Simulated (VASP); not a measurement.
Wanted: the native input for a VASP 6.6.1 run.

- Task: single point
- Functional: PBE
- Potentials or basis: VASP PAW PBE potentials, release 64 (Ru_pv, N)
- Cutoff: 450 eV
- k mesh: 6 × 6 × 1
- Occupations: methfessel-paxton, width 0.1 eV
- Spin: no spin polarisation
- Dipole correction: yes
- Atoms held fixed (from 0): [0, 1, 2, 3]
- Further INCAR settings: PREC = Normal; LREAL = Auto; ALGO = Normal; EDIFF = 1e-06; NBANDS = 98

The structure of Ru12N lies in POSCAR:

```
Ru12N                                   
1.0
    5.4358977100      0.0000000000      0.0000000000
   -2.7179481500      4.7076262500      0.0000000000
    0.0000000000      0.0000000000     23.3005680000
  Ru              N             
    12     1
Selective dynamics
Direct
     0.1666664999999981    0.3333330000000032    0.3647979699999979   F   F   F
     0.1666664999999981    0.8333330000000032    0.3647979699999979   F   F   F
     0.6666664999999981    0.3333330000000032    0.3647979699999979   F   F   F
     0.6666664999999981    0.8333330000000032    0.3647979699999979   F   F   F
     0.3333335000000019    0.1666669999999968    0.4525892424959165   T   T   T
     0.3378239224402447    0.6689122112201181    0.4530791505790673   T   T   T
     0.8310882887798806    0.1621765775597541    0.4530791505790673   T   T   T
     0.8310882887798806    0.6689122112201181    0.4530791505790673   T   T   T
     0.1698631134051809    0.3301363865948204    0.5418856614397725   T   T   T
     0.1698631134051809    0.8397262268103688    0.5418856614397725   T   T   T
     0.6602732731896325    0.3301363865948204    0.5418856614397725   T   T   T
     0.6666664999999981    0.8333330000000032    0.5607034119703107   T   T   T
     0.6666664999999981    0.8333330000000032    0.6313704813355578   T   T   T
```

One way to write it, as run:

INCAR

```
SYSTEM = Ru12N
  PREC = Normal
  ENCUT = 450
  EDIFF = 1E-6
  ISMEAR = 1
  SIGMA = 0.1
  LREAL = Auto
  LASPH = .TRUE.
  NELM = 80
  ALGO = Normal
  ISIF = 2
  LWAVE = .FALSE.
  LCHARG = .FALSE.
  LDIPOL = .TRUE.
  IDIPOL = 3
  DIPOL = 0.5 0.5 0.471
  GGA = PE
  NBANDS = 98
  LVHAR = .TRUE.
  LVACPOTAV = .TRUE.
  ICORELEVEL = 1
  KPAR = 4
```

KPOINTS

```
Automatic mesh
0
G
  6 6 1
  0 0 0
```

Potentials or basis: VASP PAW PBE potentials, release 64 (Ru_pv, N).

The run is started by

```sh
$ cat potpaw_PBE.64/Ru_pv/POTCAR potpaw_PBE.64/N/POTCAR > POTCAR
$ mpirun -np 4 vasp_std > vasp.out
```

It gave:

```yaml
Largest_force: 0.098 eV/Å
Band_gap_on_the_k_mesh: none (metal or under the smearing width)
Work_function_of_the_upper_face: 5.67 eV
Work_function_of_the_lower_face: 4.98 eV
```

It took 2.4 min on 4 MPI ranks on Intel(R) Xeon(R) Platinum 8559C (Emerald Rapids) (shared host), peak memory 0.43 GiB a rank.
